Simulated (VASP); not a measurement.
Computed with PBE GGA with D3 dispersion (zero damping), VASP's PBE PAW potentials (set 64) (plane waves; VASP 6.6.1).

Input for VASP

### INCAR
```
# general
SYSTEM  = Ba
PREC    = Accurate
ENCUT   = 520
LREAL   = .False.
LASPH   = .True.

# electronic loop
EDIFF   = 1E-7   # SCF stop (eV)
NELM    = 100
ALGO    = Normal   # blocked Davidson
LMAXMIX = 4   # l cut-off of mixed one-centre charges

# smearing
ISMEAR  = 1
SIGMA   = 0.1   # width (eV)

# functional
GGA     = PE
IVDW    = 11   # D3, zero damping

# ions
ISIF    = 2

# output
LWAVE   = .False.
LCHARG  = .False.
```

### POSCAR
```
Ba
1
   -2.4888659443     2.4888659443     2.4888659443
    2.4888659443    -2.4888659443     2.4888659443
    2.4888659443     2.4888659443    -2.4888659443
Ba
1
Direct
  0.0000000000   0.0000000000   0.0000000000
```

### KPOINTS
```
Automatic
0
G
10 10 10
0 0 0
```

POTCAR, in this order: Ba_sv (PBE.64 set). Program: vasp_std.

The run wrote:

### OSZICAR
```
       N       E                     dE             d eps       ncg     rms          rms(c)
DAV:   1     0.554581527362E+02    0.55458E+02   -0.42538E+03   846   0.913E+02
DAV:   2     0.379650069655E+00   -0.55079E+02   -0.54253E+02  1022   0.150E+02
DAV:   3    -0.185393786408E+01   -0.22336E+01   -0.22224E+01  1051   0.347E+01
DAV:   4    -0.190412417918E+01   -0.50186E-01   -0.50114E-01  1321   0.434E+00
DAV:   5    -0.190498093536E+01   -0.85676E-03   -0.85640E-03  1207   0.314E-01    0.167E+00
DAV:   6    -0.190421065093E+01    0.77028E-03   -0.27274E-03  1185   0.635E-01    0.993E-01
DAV:   7    -0.190440177672E+01   -0.19113E-03   -0.67600E-03   975   0.105E+00    0.442E-02
DAV:   8    -0.190459269744E+01   -0.19092E-03   -0.33482E-04  1331   0.124E-01    0.248E-02
DAV:   9    -0.190460003092E+01   -0.73335E-05   -0.83323E-06  1148   0.285E-02    0.786E-03
DAV:  10    -0.190460141659E+01   -0.13857E-05   -0.34970E-06  1167   0.145E-02    0.210E-03
DAV:  11    -0.190460151203E+01   -0.95448E-07   -0.50921E-07  1065   0.804E-03
   1 F= -.20236372E+01 E0= -.20233909E+01  d E =-.738923E-03
```

OUTCAR:
```
------------------------ aborting loop because EDIFF is reached ----------------------------------------
 Edisp (eV)   -0.11904
  FORCE on cell =-STRESS in cart. coord.  units (eV):
  Direction    XX          YY          ZZ          XY          YZ          ZX
  --------------------------------------------------------------------------------------
  Total      -0.00597    -0.00597    -0.00597     0.00000     0.00000    -0.00000
  in kB      -0.15506    -0.15506    -0.15506     0.00000     0.00000    -0.00000
  external pressure =       -0.16 kB  Pullay stress =        0.00 kB
  volume of cell :       61.67
      direct lattice vectors                 reciprocal lattice vectors
    -2.488865944  2.488865944  2.488865944     0.000000000  0.200894709  0.200894709
     2.488865944 -2.488865944  2.488865944     0.200894709  0.000000000  0.200894709
     2.488865944  2.488865944 -2.488865944     0.200894709  0.200894709  0.000000000
 POSITION                                       TOTAL-FORCE (eV/Angst)
 -----------------------------------------------------------------------------------
      0.00000      0.00000      0.00000        -0.000000      0.000000      0.000000
 -----------------------------------------------------------------------------------
    total drift:                                0.000000      0.000000     -0.000000
  FREE ENERGIE OF THE ION-ELECTRON SYSTEM (eV)
  ---------------------------------------------------
  free  energy   TOTEN  =        -2.0236371672 eV

  energy  without entropy=       -2.0228982442  energy(sigma->0) =       -2.02339086
```
(Selected blocks of OUTCAR.)

The compound is Ba in the bcc structure. It was relaxed first.
